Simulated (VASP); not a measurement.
Consider the following.

```xyz
3
Lattice="2.0477 -3.5467 0.0000 2.0477 3.5467 0.0000 0.0000 0.0000 5.5534" Properties=species:S:1:pos:R:3 pbc="T T T"
Te     2.0477     1.1822     1.3683
Te     2.0477    -1.1822     4.1852
Pt     0.0000     0.0000     5.5534
```

All values below come from revPBE GGA, VASP's PBE PAW potentials (set 64) (plane waves; VASP). Settings: 520 eV cut-off, 10×10×6 Γ-centred mesh, tetrahedra with Blöchl corrections, potentials Te Pt.

The cores are frozen, which limits the accuracy of field gradients.

Q: Give the principal components of the electric field gradient (V/Å²) and the asymmetry η at each nucleus.

A: 
```csv
atom,Vxx,Vyy,Vzz,η
Te1,9.2,9.2,-18.4,0.00
Te2,9.2,9.2,-18.4,0.00
Pt3,-55.6,-55.6,111.1,0.00
```

The compound is PtTe2 in the 1T layered structure. It was relaxed first, which changed the volume by +10 %.
